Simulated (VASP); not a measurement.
A VASP calculation is set up with these files.

### INCAR
```
ALGO = Normal
EDIFF = 1E-6
EDIFFG = -0.01
ENCUT = 480
GGA = PE
IBRION = 2
ISIF = 3
ISMEAR = 1
LASPH = T
LCHARG = F
LMAXMIX = 6
LREAL = F
LWAVE = F
NELM = 100
NSW = 60
PREC = Accurate
SIGMA = 0.1
SYSTEM = AuZn
```

POSCAR:
```
AuZn
1.0
  3.1500000000   0.0000000000   0.0000000000
  0.0000000000   3.1500000000   0.0000000000
  0.0000000000   0.0000000000   3.1500000000
Zn Au
1 1
Direct
  0.5000000000   0.5000000000   0.5000000000
  0.0000000000   0.0000000000   0.0000000000
```

**KPOINTS**
```
Automatic mesh
0
gamma
  10 10 10
```

POTCAR, in this order: Zn Au (PBE.64 set). Program: vasp_std.

Problem. Translate this PBE calculation to Ansatz.

Solution. One equivalent input (not run):
Ansatz 0.2 input:
```yaml
crystal:
  lattice:
    - [3.1500000, 0.0000000, 0.0000000]
    - [0.0000000, 3.1500000, 0.0000000]
    - [0.0000000, 0.0000000, 3.1500000]
  atoms:
    - { symbol: Zn, position: [0.5000000, 0.5000000, 0.5000000] }
    - { symbol: Au, position: [0.0000000, 0.0000000, 0.0000000] }
kpoints:
  mp_grid: { grid: [10, 10, 10] }
hamiltonian:
  xc: pbe
  pseudopotentials: { kind: paw }
scf:
  occupations: { method: methfessel_paxton, width: 0.1 }
  max_iter: 100
relax:
  max_steps: 60
  f_tol: 0.01
  cell: {}
output: { forces: true, stress: true, eigenvalues: true }
```
Limits of the translation: each code has its own PAW files, so the cut-off isn't converted (ENCUT is set for VASP's; basis.ecutwfc is left out, and Ansatz then takes the one that its files recommend); Ansatz stops its SCF on the density residual and VASP on the energy change (EDIFF).

The compound is AuZn in the CsCl type structure. This run relaxes it. Symmetry was kept, so distortions that lower it aren't found.
